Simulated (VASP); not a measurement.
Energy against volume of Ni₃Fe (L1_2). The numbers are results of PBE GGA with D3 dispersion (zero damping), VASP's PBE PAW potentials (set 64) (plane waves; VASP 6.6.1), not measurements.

| V (Å³/atom) | E (eV/atom) |
|---|---|
| 10.124 | -6.59516 |
| 10.447 | -6.61545 |
| 10.771 | -6.62072 |
| 11.094 | -6.61394 |
| 11.417 | -6.59747 |

**Question.** Fit a third-order Birch-Murnaghan equation of state.

**Answer.** 
The volume per atom is 10.74 Å³/atom, the bulk modulus comes out as 202 GPa and the pressure derivative of the bulk modulus is 6.26. The lattice constant a is 0.3502 nm.

The compound is Ni3Fe in the L1_2 structure. It was relaxed first.
